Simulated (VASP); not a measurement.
**HgTe: energy against volume**

HgTe (zinc blende, F-43m, 34.573 Å³/atom and stress up to 0.01 GPa in the relaxed cell, cube axes along x, y and z) under an equal strain ε along all three axes. PBEsol in VASP (plane waves, PAW), 480 eV, 8×8×8 Γ-centred mesh, Methfessel-Paxton smearing 0.10 eV; ions are relaxed, or left where forces stay under 0.02 eV/Å, within the symmetry of each cell.

Here V stands for volume and E for E less E0.

| volume (Å³/atom) | E less E0 (meV/atom) | pressure (GPa) |
|---|---|---|
| 32.5396 | 18.37 | 3.00 |
| 33.0402 | 10.23 | 2.16 |
| 33.5459 | 4.55 | 1.39 |
| 34.0568 | 1.18 | 0.67 |
| 34.5728 | 0.00 | 0.01 |
| 35.0940 | 0.86 | -0.59 |
| 35.6204 | 3.64 | -1.15 |
| 36.1520 | 8.23 | -1.66 |
| 36.6889 | 14.51 | -2.13 |
| 37.7786 | ? | ? |

Task: Using the third-order Birch-Murnaghan form, a cubic in V^(-2/3), estimate the missing E at V = 37.7786 from the other rows, showing the fit.

Result: With u = V^(-2/3) - 0.0943, the rows have u = 0.0038127, 0.0028192, 0.0018406, 0.0008767, -0.0000727, -0.0010079, -0.0019293, -0.0028371, -0.0037316. Least squares gives E = 0.015 + 317.6·u + 1152442·u² + 7068465·u³. Residuals (row less fit): 0.000, 0.002, 0.002, -0.004, 0.002, 0.002, -0.001, 0.001, 0.000; standard error 0.003 (degrees of freedom: 5). Its minimum lies at u = -0.0001380, so V0 = (0.0941620)^(-3/2) = 34.61. There d²E/du² = 2299000 and d³E/du³ = 4.241e7, so B0 = (4/9) × 34.61^(-7/3) × 2299000 × 0.160218 = 41.9 GPa (the last factor turns the table's units into GPa), and B0' = 4 + (2/3) × 0.0941620 × (4.241e7)/2299000 = 5.2. B0' rests on the cubic coefficient alone and has a standard error of 0.1 from these residuals. At the withheld row, u = -0.0054816, so E = 0.015 + 317.6 × (-0.0054816) + 1152442 × (-0.0054816)² + 7068465 × (-0.0054816)³ = 31.738 meV/atom. The calculation gives 31.72 meV/atom, 0.018 meV/atom below the prediction (0.1 % of the range of E in the table). The row lies outside the fitted rows, so this is an extrapolation. The scatter of the fitted rows lies at the last printed digit.

This level leaves no gap over 0.05 eV at strain -2.00, -1.50, -1.00, -0.50, 0.00, 0.50, 1.00, 1.50, 2.00, 3.00 %. Spin-orbit coupling is left out, which can shift these values for the heavy elements here. Other structures, which can take over under pressure, weren't tried. The same form fitted to the pressure column gives B0' = 5.2; series where the two differ by over 0.4 aren't shown. Rows are the converged runs of the series near zero and its far end, less any whose ions stayed unrelaxed beside relaxed ones; series whose fitted rows scatter by over a few per cent of the range, as at a crossing or softening among them, aren't shown in this form.
